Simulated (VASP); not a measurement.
## H5C2N: single point with PBE+D3(BJ)

H5C2N:

```
C N H
1.0
     8.01456    0.00000    0.00000
     0.00000    8.01456    0.00000
     0.00000    0.00000    8.01456
C N H
8 4 20
Direct
  0.24024 0.54753 0.45391
  0.17534 0.59353 0.60834
  0.16192 0.05318 0.66815
  0.18690 0.11388 0.84304
  0.90653 0.43764 0.03753
  0.91807 0.38113 0.21092
  0.62901 0.06698 0.31014
  0.60020 0.90341 0.38293
  0.10913 0.64951 0.72301
  0.19845 0.16068 0.98012
  0.93787 0.31641 0.33856
  0.55584 0.77530 0.43825
  0.38126 0.57136 0.45130
  0.19453 0.41922 0.42942
  0.17821 0.61735 0.34590
  0.28083 0.01204 0.61418
  0.08067 0.94449 0.67633
  0.10234 0.15079 0.58679
  0.83713 0.55656 0.02381
  0.03245 0.45138 0.99078
  0.83831 0.34709 0.95738
  0.74134 0.12556 0.37282
  0.66744 0.06134 0.18318
  0.52191 0.15119 0.32027
  0.51557 0.03275 0.71965
  0.59050 0.02822 0.76520
  0.04731 0.82540 0.13538
  0.97407 0.82087 0.18998
  0.41229 0.48884 0.16250
  0.38428 0.41081 0.11916
  0.41103 0.80651 0.01477
  0.48680 0.79302 0.96872
```

The cell was built by a generator and needn't be a form met in nature.

```yaml
Program: VASP 6.6.1
Task: single point
Functional: PBE
Dispersion: D3(BJ)
Potentials_or_basis: VASP PAW PBE potentials, release 64 (C, N, H)
Cutoff: 520 eV
k_mesh: 1 × 1 × 1
Occupations: fermi-dirac, width 0.02 eV
Spin: no spin polarisation
```

The pressure is 0.0 GPa, the largest force is 2.605 eV/Å and the band gap on the k mesh is 6.43 eV, direct. The dispersion energy per atom is -0.033 eV.

Forces in eV/Å, atoms in the order of the input:
```
C    0.963 -0.514 -2.365
C   -0.430  0.822 -0.119
C   -0.126  0.930  0.795
C   -0.273 -0.273 -1.428
C   -0.912  0.190  0.228
C   -0.189 -0.004 -1.571
C    1.235  0.368  1.568
C   -1.033 -0.494 -0.107
N   -0.657  0.361  1.781
N    0.143  0.005  0.102
N    0.024 -0.140  0.935
N    0.704  0.779 -0.263
H   -1.332 -0.525 -0.179
H    0.783 -0.005 -0.035
H    0.628 -0.185  1.130
H   -0.016  0.062  0.005
H   -0.166 -0.255 -0.088
H    0.373 -0.463  0.543
H    0.349 -0.200  0.229
H    0.368  0.160 -0.312
H    0.322  0.038  0.441
H   -0.879 -0.215 -0.187
H    0.087 -0.359 -1.223
H   -0.134 -0.117  0.143
H   -1.466  0.124 -0.905
H    1.597 -0.056  0.948
H    0.508  0.065 -0.410
H   -0.520 -0.042  0.424
H    0.087  0.037 -0.024
H   -0.038 -0.077 -0.065
H   -0.992  0.182  0.611
H    0.992 -0.199 -0.601
```

Stress tensor (GPa, compression positive):
```
-0.05 -0.17 -1.32
-0.17 -0.30  0.82
-1.32  0.82  0.45
```

Levels at points of the mesh, in eV from the valence-band top:
| k point | band 33 | band 34 | band 35 | band 36 | band 37 | band 38 | band 39 | band 40 |
| --- | --- | --- | --- | --- | --- | --- | --- | --- |
| (0.00, 0.00, 0.00) | -0.44 | -0.29 | -0.09 | 0.00 | 6.43 | 6.56 | 6.83 | 6.92 |

Wall time 75 s on 1 thread of Intel(R) Xeon(R) Platinum 8488C (Sapphire Rapids), on a shared host, peak memory 0.46 GiB.

Caveat: the standard files for N, O and F lose accuracy on very short bonds. As with any semilocal functional, this PBE gap is likely too small.
